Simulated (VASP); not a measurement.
Input of a VASP 6.6.1 run:

The input INCAR:

```
PREC = Accurate
ENCUT = 520
EDIFF = 1E-7
ISMEAR = 0
SIGMA = 0.02
LREAL = F
LASPH = T
NELM = 60
ALGO = Fast
ISIF = 2
LWAVE = F
LCHARG = T
GGA = PS
LELF = T
```

File KPOINTS:

```
Automatic mesh
0
Gamma
  9 9 9
```

POSCAR

```
Si2N
1.0
   -2.0455600000      2.0455600000      2.3983700000
    2.0455600000     -2.0455600000      2.3983700000
    2.0455600000      2.0455600000     -2.3983700000
Si N
2 1
Direct
    0.7500000000      0.2500000000      0.5000000000
    0.2500000000      0.7500000000      0.5000000000
    0.0000000000      0.0000000000      0.0000000000
```

Potentials or basis: VASP PAW PBE potentials, release 64 (Si, N).

Launch:

```console
$ cat potpaw_PBE.64/Si/POTCAR potpaw_PBE.64/N/POTCAR > POTCAR
$ mpirun -np 1 vasp_std > vasp.out
```

Problem. What does it give for the pressure?

Solution. -3.0 GPa.

Problem. Predict the band gap on the k mesh.

Solution. None (metal or under the smearing width).

Stress tensor (GPa, compression positive):
```
-3.74  0.00  0.00
 0.00 -3.74  0.00
 0.00  0.00 -1.61
```

Caveat: the PAW data sets were made with another functional, which shifts forces and pressure a little.
